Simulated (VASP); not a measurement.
Input:

```
BaZrO3
1.0
    4.26567     0.00000     0.00000
    0.00000     4.26567     0.00000
    0.00000     0.00000     4.26567
Ba Zr O
1 1 3
Cartesian
  0.00000   0.00000   0.00000
  2.13284   2.13284   2.13284
  2.13284   0.00000   2.13284
  0.00000   2.13284   2.13284
  2.13284   2.13284   0.00000
```

All values below come from optB88-vdW, VASP's PBE PAW potentials (set 64) (plane waves; VASP). Numerical set-up: 520 eV cut-off, 5×5×5 Γ-centred mesh, Gaussian smearing of 0.050 eV, potentials Ba_sv Zr_sv O.

Give the stress tensor in GPa (positive for a compressed cell).

```
-4.35   0.00   0.00
 0.00  -4.35   0.00
 0.00   0.00  -4.35
```
The pressure is its mean diagonal, -4.35 GPa.

The compound is BaZrO3 in the cubic perovskite structure. This cell is one point of a volume scan, at 1.03 of the reference volume.
